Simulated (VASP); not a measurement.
Here is the system:

```
CELL_PARAMETERS angstrom
      1.37845    -2.38755     0.00000
      1.37845     2.38755     0.00000
      0.00000     0.00000     4.46652
ATOMIC_POSITIONS crystal
  Re 0.33333 0.66667 0.25000
  Re 0.66667 0.33333 0.75000
```

Computed with r2SCAN meta-GGA, VASP's PBE PAW potentials (set 64) (plane waves; VASP). Run with 480 eV cut-off, 14×14×8 Γ-centred mesh, first-order Methfessel-Paxton smearing of 0.10 eV, potentials Re.

Each row applies one change to this cell, which was relaxed at other settings and keeps the small stress of the first row; at a fixed cut-off the stress holds a Pulay part, so it need not integrate to ΔE exactly. Stress is in GPa, positive when the cell is compressed.

```
change                                    ΔE (meV/atom)         σxx         σyy         σzz  largest shear component, with its sign (GPa)  largest force (eV/Å)
----------------------------------------  -------------  ----------  ----------  ----------  --------------------------------------------  --------------------
none                                                0.0        0.02        0.02        0.04                                          0.00                 0.000
atom 2 (Re) moved by 0.025 Å along y                0.7       -0.12        0.21       -0.01                                          0.00                 0.119
biaxial strain of -1.5 % in the xz plane     (withheld)  (withheld)  (withheld)  (withheld)                                    (withheld)            (withheld)
uniaxial strain of -0.5 % along z                   0.9        1.21        1.21        3.75                                          0.00                 0.000
biaxial strain of -2.0 % in the xy plane           37.8       21.41       21.41       10.48                                          0.00                 0.000
uniaxial strain of +1.5 % along z            (withheld)  (withheld)  (withheld)  (withheld)                                    (withheld)            (withheld)
```

**Question.** Fill in the missing entries.

**Answer.** 
- uniaxial strain of +1.5 % along z, ΔE (meV/atom): 7.1
- uniaxial strain of +1.5 % along z, σxx: -3.38
- uniaxial strain of +1.5 % along z, σyy: -3.38
- uniaxial strain of +1.5 % along z, σzz: -10.15
- uniaxial strain of +1.5 % along z, largest shear component, with its sign (GPa): 0.00
- uniaxial strain of +1.5 % along z, largest force (eV/Å): 0.000
- biaxial strain of -1.5 % in the xz plane, ΔE (meV/atom): 20.9
- biaxial strain of -1.5 % in the xz plane, σxx: 15.14
- biaxial strain of -1.5 % in the xz plane, σyy: 8.06
- biaxial strain of -1.5 % in the xz plane, σzz: 15.75
- biaxial strain of -1.5 % in the xz plane, largest shear component, with its sign (GPa): 0.00
- biaxial strain of -1.5 % in the xz plane, largest force (eV/Å): 0.045

Failed runs are left out, and for metals the shear rows, which the mesh's noise covers.

The compound is Re in the hcp structure.
